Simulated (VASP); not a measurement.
# How plane-wave cutoff and PAW data sets change a VASP run on Iridium, part 2 of 2

How sensitive are energy and pressure of Iridium to the plane-wave cutoff and PAW data sets? The series runs use PBEsol. The start is a cell from a database of measured crystal structures.

VASP 6.6.1, plane waves and PAW; the level of theory is named at each step.

Still holding for the runs below: This run has no spin polarisation. Its electron count is odd, so without a moment it is a metal by construction.

So far. Step 7 (Plane-wave cutoff: ENCUT = 270): Against the run before the energy moves by +3.11 meV an atom and the pressure by -0.45 GPa, after 12 cycles in 4 s.

The database entry behind the starting cell differs from later determinations by our own check (0.1 to 0.3 % short, probably kX units), so it need not match the best structure at ambient conditions.

### Step 8. Plane-wave cutoff: ENCUT = 340

Level of this step: PBEsol; plane waves and PAW (Ir) (VASP).

Input file INCAR:

```
SYSTEM = Ir
PREC = Accurate
ENCUT = 340
EDIFF = 1E-06
NELM = 100
ISMEAR = -1
SIGMA = 0.05
LREAL = .FALSE.
ALGO = Normal
GGA = PS
NBANDS = 10
LORBIT = 11
LWAVE = .FALSE.
LCHARG = .FALSE.
KPAR = 2
ISIF = 2
```

Input file POSCAR:

```
Ir
1.0
    0.0000000000      1.9156000000      1.9156000000
    1.9156000000      0.0000000000      1.9156000000
    1.9156000000      1.9156000000      0.0000000000
Ir
1
Direct
    0.0000000000      0.0000000000      0.0000000000
```

Input file KPOINTS:

```
Automatic mesh
0
Gamma
12 12 12
0 0 0
```

Potentials, in the order of the species: Ir (PBE family, release 64).

Command:

```console
$ mpirun -np 2 vasp_std
```

The program printed:

```text
[... set-up lines as in an earlier step ...]
 entering main loop
       N       E                     dE             d eps       ncg     rms          rms(c)
DAV:   1     0.267719908418E+02    0.26772E+02   -0.33672E+03  1616   0.559E+02
DAV:   2    -0.995731304839E+01   -0.36729E+02   -0.33998E+02  1500   0.155E+02
DAV:   3    -0.104710656637E+02   -0.51375E+00   -0.51226E+00  1692   0.214E+01
DAV:   4    -0.104756712218E+02   -0.46056E-02   -0.46049E-02  1632   0.189E+00
[...]
DAV:  10    -0.983981148179E+01    0.36141E-04   -0.35049E-05  2034   0.731E-02    0.314E-02
DAV:  11    -0.983981283968E+01   -0.13579E-05   -0.18330E-06  1526   0.964E-03    0.472E-03
DAV:  12    -0.983981284774E+01   -0.80556E-08   -0.30652E-08   762   0.165E-03
   1 F= -.98398128E+01 E0= -.98374332E+01  d E =-.475930E-02
```

Elapsed: 3.2 s, on 2 MPI ranks of Intel Xeon Platinum 8488C (Sapphire Rapids), shared host; peak memory 0.21 GiB; 3 s of CPU time.

Parts of OUTCAR (step 8):

```text
  Total       -0.0039423     -0.0039423     -0.0039423     -0.0000000      0.0000000      0.0000000
  in kB       -0.4492782     -0.4492782     -0.4492782     -0.0000000      0.0000000      0.0000000
  external PRESSURE =      -0.4492782 kB  Pullay stress =       0.0000000 kB

 POSITION                                       TOTAL-FORCE (eV/Angst)
 -----------------------------------------------------------------------------------
      0.00000      0.00000      0.00000         0.000000     -0.000000     -0.000000
 -----------------------------------------------------------------------------------
    total drift:                               -0.000000      0.000000      0.000000

  FREE ENERGIE OF THE ION-ELECTRON SYSTEM (eV)
  ---------------------------------------------------
  free  energy   TOTEN  =        -9.8398128477 eV

  energy  without entropy=       -9.8350535462  energy(sigma->0) =       -9.83743320

[... 1 part as in an earlier step ...]

[... 2 further parts left out ...]
[key lines of the parts left out:]
E-fermi :  10.3913
```

Against the run before the energy moves by +8.13 meV an atom and the pressure by +0.27 GPa, after 12 cycles in 3.2 s.

### Step 9. Plane-wave cutoff: ENCUT = 420

INCAR: that of step 8 with these lines changed.

```diff
@@ -2,3 +2,3 @@
 PREC = Accurate
-ENCUT = 340
+ENCUT = 420
 EDIFF = 1E-06
```

POSCAR is that of step 8.

KPOINTS is that of step 8.

Command:

```console
$ mpirun -np 2 vasp_std
```

The program printed:

```text
[... set-up lines as in an earlier step ...]
 entering main loop
       N       E                     dE             d eps       ncg     rms          rms(c)
DAV:   1     0.389427338365E+02    0.38943E+02   -0.38603E+03  1512   0.683E+02
DAV:   2    -0.972256893299E+01   -0.48665E+02   -0.45789E+02  1484   0.177E+02
DAV:   3    -0.104698424433E+02   -0.74727E+00   -0.74601E+00  1682   0.264E+01
DAV:   4    -0.104763467117E+02   -0.65043E-02   -0.65037E-02  1594   0.236E+00
[...]
DAV:  10    -0.983993352743E+01    0.33460E-04   -0.33216E-05  2066   0.709E-02    0.304E-02
DAV:  11    -0.983993480455E+01   -0.12771E-05   -0.18885E-06  1532   0.985E-03    0.459E-03
DAV:  12    -0.983993483862E+01   -0.34072E-07   -0.37575E-08   770   0.211E-03
   1 F= -.98399348E+01 E0= -.98375560E+01  d E =-.475767E-02
```

Run time: 4.8 s. Hardware: 2 MPI ranks; peak memory 0.22 GiB; 5.2 s of CPU time.

Parts of OUTCAR (step 9):

```text
  Total        0.0296469      0.0296469      0.0296469      0.0000000      0.0000000      0.0000000
  in kB        3.3786635      3.3786635      3.3786635      0.0000000      0.0000000      0.0000000
  external PRESSURE =       3.3786635 kB  Pullay stress =       0.0000000 kB

 POSITION                                       TOTAL-FORCE (eV/Angst)
 -----------------------------------------------------------------------------------
      0.00000      0.00000      0.00000         0.000000      0.000000      0.000000
 -----------------------------------------------------------------------------------
    total drift:                                0.000000     -0.000000     -0.000000

  FREE ENERGIE OF THE ION-ELECTRON SYSTEM (eV)
  ---------------------------------------------------
  free  energy   TOTEN  =        -9.8399348386 eV

  energy  without entropy=       -9.8351771692  energy(sigma->0) =       -9.83755600

[... 1 part as in an earlier step ...]

[... 2 further parts left out ...]
[key lines of the parts left out:]
E-fermi :  10.3909
```

Against the run before the energy moves by -0.12 meV an atom and the pressure by +0.38 GPa, after 12 cycles in 4.8 s.

### Step 10. The plane-wave cutoff series as a table

This step: convergence of PBEsol results with the cutoff; plane waves and PAW (VASP 6.6.1).

This step runs nothing: it gathers the runs above.

Differences are taken from the run with ENCUT = 420. Results of the series, by row:

| setting | status | energy less the reference (meV/atom) | pressure (GPa) | SCF cycles | wall time (s) |
| --- | --- | --- | --- | --- | --- |
| ENCUT = 130 | converged | 1411 | -310.7 | 12 | 3.2 |
| ENCUT = 160 | converged | 237.7 | -92.48 | 12 | 3.6 |
| ENCUT = 190 | converged | 19.55 | -18.11 | 12 | 3.4 |
| ENCUT = 210 | converged | -3.111 | -3.87 | 11 | 3.4 |
| ENCUT = 240 | converged | -11.12 | 0.1364 | 12 | 3.8 |
| ENCUT = 270 | converged | -8.012 | -0.317 | 12 | 4 |
| ENCUT = 340 | converged | 0.1228 | -0.04493 | 12 | 3.2 |
| ENCUT = 420 | converged | 0 | 0.3379 | 12 | 4.8 |

### Step 11. PAW data sets: minimal 64: Ir

This step: PBEsol; plane waves and PAW (Ir) (VASP 6.6.1).

Data sets differ in which electrons are valence and how hard the partial waves are.

INCAR: that of step 9 with these lines changed.

```diff
@@ -2,3 +2,3 @@
 PREC = Accurate
-ENCUT = 420
+ENCUT = 400
 EDIFF = 1E-06
```

POSCAR is that of step 9.

KPOINTS is that of step 9.

Command:

```console
$ mpirun -np 2 vasp_std
```

The program printed:

```text
[... set-up lines as in an earlier step ...]
 entering main loop
       N       E                     dE             d eps       ncg     rms          rms(c)
DAV:   1     0.394971387887E+02    0.39497E+02   -0.36758E+03  1496   0.647E+02
DAV:   2    -0.972176969315E+01   -0.49219E+02   -0.45744E+02  1496   0.176E+02
DAV:   3    -0.104702082348E+02   -0.74844E+00   -0.74754E+00  1728   0.264E+01
DAV:   4    -0.104763881565E+02   -0.61799E-02   -0.61788E-02  1620   0.226E+00
DAV:   5    -0.104765059573E+02   -0.11780E-03   -0.11780E-03  1684   0.293E-01    0.159E+01
DAV:   6    -0.994507503536E+01    0.53143E+00   -0.92838E-01  1626   0.115E+01    0.627E+00
DAV:   7    -0.984714439820E+01    0.97931E-01   -0.28976E-01  1700   0.590E+00    0.145E+00
DAV:   8    -0.984571198819E+01    0.14324E-02   -0.21035E-03  1526   0.441E-01    0.129E+00
DAV:   9    -0.983998153691E+01    0.57305E-02   -0.28918E-03  1588   0.763E-01    0.575E-02
DAV:  10    -0.983994594454E+01    0.35592E-04   -0.36263E-05  2054   0.751E-02    0.323E-02
DAV:  11    -0.983994723565E+01   -0.12911E-05   -0.18088E-06  1528   0.991E-03    0.511E-03
DAV:  12    -0.983994727013E+01   -0.34480E-07   -0.32280E-08   766   0.180E-03
   1 F= -.98399473E+01 E0= -.98375685E+01  d E =-.475763E-02
```

The job ended after 4.8 s (2 MPI ranks; peak memory 0.22 GiB; 5.3 s of CPU time).

Parts of OUTCAR (step 11):

```text
   ENCUT  =  400.0 eV  29.40 Ry    5.42 a.u.   4.42  4.42  4.42*2*pi/ulx,y,z

   NELECT =       9.0000    total number of electrons

 E-fermi :  10.3910

 k-point     1 :       0.0000    0.0000    0.0000
  band No.  band energies     occupation
    ...
      2       6.4097      2.00000
      3       6.4097      2.00000
      4       6.4097      2.00000
      5       9.1575      2.00000
      6       9.1575      2.00000
      7      24.6655      0.00000
      8      30.2714      0.00000
      9      30.2714      0.00000
     10      30.2714      0.00000

  Total        0.0320553      0.0320553      0.0320553     -0.0000000     -0.0000000      0.0000000
  in kB        3.6531366      3.6531366      3.6531366     -0.0000000     -0.0000000      0.0000000
  external PRESSURE =       3.6531366 kB  Pullay stress =       0.0000000 kB

 POSITION                                       TOTAL-FORCE (eV/Angst)
 -----------------------------------------------------------------------------------
      0.00000      0.00000      0.00000        -0.000000      0.000000     -0.000000
 -----------------------------------------------------------------------------------
    total drift:                                0.000000     -0.000000     -0.000000

  FREE ENERGIE OF THE ION-ELECTRON SYSTEM (eV)
  ---------------------------------------------------
  free  energy   TOTEN  =        -9.8399472701 eV

  energy  without entropy=       -9.8351896360  energy(sigma->0) =       -9.83756845

[... 5 parts as in an earlier step ...]

[... 11 further parts left out ...]
```

This step gave:

* pressure: 0.3653 GPa

The series starts at -9.8376 eV an atom and 0.37 GPa, after 12 cycles in 4.8 s.

### Step 12. PAW data sets: recommended 54: Ir

INCAR is that of step 11.

POSCAR is that of step 11.

KPOINTS is that of step 11.

Potentials, in the order of the species: Ir (PBE family, release 54).

Command:

```console
$ mpirun -np 2 vasp_std
```

The program printed:

```text
[... set-up lines as in an earlier step ...]
 entering main loop
       N       E                     dE             d eps       ncg     rms          rms(c)
[... 12 cycles as in an earlier step ...]
   1 F= -.98399473E+01 E0= -.98375685E+01  d E =-.475763E-02
```

It took 5 s on 2 MPI ranks; peak memory 0.23 GiB; 4.5 s of CPU time.

OUTCAR, selected parts (step 12):

```text
[... 6 parts as in an earlier step ...]

[... 1 further part left out ...]
[key lines of the parts left out:]
E-fermi :  10.3910
```

With 9 valence electrons the pressure is 0.37 GPa, +0.00 GPa from the first of the series, after 12 cycles in 5 s.

### Step 13. PAW data sets: GW 64: Ir sv GW

This step: PBEsol; plane waves and PAW (Ir_sv_GW) (VASP 6.6.1).

INCAR: that of step 12 with these lines changed.

```diff
@@ -2,3 +2,3 @@
 PREC = Accurate
-ENCUT = 400
+ENCUT = 420
 EDIFF = 1E-06
@@ -10,3 +10,3 @@
 GGA = PS
-NBANDS = 10
+NBANDS = 14
 LORBIT = 11
```

POSCAR is that of step 12.

KPOINTS is that of step 12.

Potentials, in the order of the species: Ir_sv_GW (PBE family, release 64).

Command:

```console
$ mpirun -np 2 vasp_std
```

The program printed:

```text
[... set-up lines as in an earlier step ...]
 entering main loop
       N       E                     dE             d eps       ncg     rms          rms(c)
DAV:   1     0.801787057982E+02    0.80179E+02   -0.10216E+04  2198   0.107E+03
DAV:   2    -0.106591843876E+02   -0.90838E+02   -0.86962E+02  2550   0.333E+02
DAV:   3    -0.116754688033E+02   -0.10163E+01   -0.10151E+01  2190   0.323E+01
DAV:   4    -0.116765795991E+02   -0.11108E-02   -0.11108E-02  2430   0.126E+00
[...]
DAV:  10    -0.104104081117E+02    0.10068E-03   -0.16718E-04  2196   0.181E-01    0.389E-02
DAV:  11    -0.104104058015E+02    0.23102E-05   -0.73616E-06  2256   0.332E-02    0.117E-02
DAV:  12    -0.104104058530E+02   -0.51508E-07   -0.14098E-07  1074   0.382E-03
   1 F= -.10410406E+02 E0= -.10408057E+02  d E =-.469757E-02
```

It took 5.6 s on 2 MPI ranks; peak memory 0.23 GiB.

OUTCAR, selected parts (step 13):

```text
  Total       -0.2595197     -0.2595197     -0.2595197     -0.0000000     -0.0000000     -0.0000000
  in kB      -29.5757997    -29.5757997    -29.5757997     -0.0000000     -0.0000000     -0.0000000
  external PRESSURE =     -29.5757997 kB  Pullay stress =       0.0000000 kB

 POSITION                                       TOTAL-FORCE (eV/Angst)
 -----------------------------------------------------------------------------------
      0.00000      0.00000      0.00000         0.000000     -0.000000     -0.000000
 -----------------------------------------------------------------------------------
    total drift:                                0.000000     -0.000000     -0.000000

  FREE ENERGIE OF THE ION-ELECTRON SYSTEM (eV)
  ---------------------------------------------------
  free  energy   TOTEN  =       -10.4104058530 eV

  energy  without entropy=      -10.4057082876  energy(sigma->0) =      -10.40805707

[... 1 part as in an earlier step ...]

[... 2 further parts left out ...]
[key lines of the parts left out:]
E-fermi :  12.8998
```

With 17 valence electrons the pressure is -2.96 GPa, -3.32 GPa from the first of the series, after 12 cycles in 5.6 s.

### Step 14. The PAW data sets series as a table

This step: convergence of PBEsol results with the datasets; plane waves and PAW (VASP 6.6.1).

This step runs nothing: it gathers the runs above.

Results of the series, by row:

| setting | status | pressure (GPa) | SCF cycles | wall time (s) |
| --- | --- | --- | --- | --- |
| minimal 64: Ir, 400 eV | converged | 0.3653 | 12 | 4.8 |
| recommended 54: Ir, 400 eV | converged | 0.3653 | 12 | 5 |
| gw 64: Ir_sv_GW, 420 eV | converged | -2.958 | 12 | 5.6 |

### Step 15. Outcome

- plane-wave cutoff from which the energy stays within 10 meV/atom of the reference: ENCUT = 270
- plane-wave cutoff from which the energy stays within 1 meV/atom of the reference: ENCUT = 340
- plane-wave cutoff from which the pressure stays within 0.2 GPa of the reference: none before the reference itself
- spread of the pressure over the plane-wave cutoff: 311 GPa
- spread of the energy over the plane-wave cutoff: 1422 meV/atom
- spread of the pressure over the PAW data sets: 3.32 GPa

**Reading.** From ENCUT = 340 on, the energy stays within 1 meV an atom of the reference, at 67 % of its time. The pressure doesn't settle within 0.2 GPa before the reference. These cutoffs are 0.6 to 2 times the default of the data sets, about 210 eV; at the default the run is off by -3.1 meV an atom, -4.21 GPa, and at 1.3 times by -8.0 meV an atom, -0.65 GPa. Energy differences between like cells converge faster than these totals. The choice of data set moves the pressure between -2.96 GPa (gw 64: Ir_sv_GW) and 0.37 GPa (minimal 64: Ir); the cutoffs differ too (400 and 420 eV). Differences are taken from the run with ENCUT = 420, which is itself not the exact limit. Data sets differ in their zero of energy, so energies are not compared. Forces vanish by symmetry in this cell, so the series can't test them. The runs at ENCUT = 130; ENCUT = 160; ENCUT = 190; ENCUT = 210 are over 30 meV an atom or 2 GPa off and describe the material poorly.

[Lines on the potential files, build, host, timing and source positions are cut from VASP's logs without a mark.]

[Logs are printed without paths, hosts, clocks, repeated set-up lines and the standing remarks that a program may print on its own settings, such as how far it seeks lower states.]

[Hosts, paths, dates, database ids (printed as entryN), source tags and the programs' standing remarks are cut or masked in the printed files.]

[A measured line is paired with the nearest computed mode of its activity, which favours agreement.]
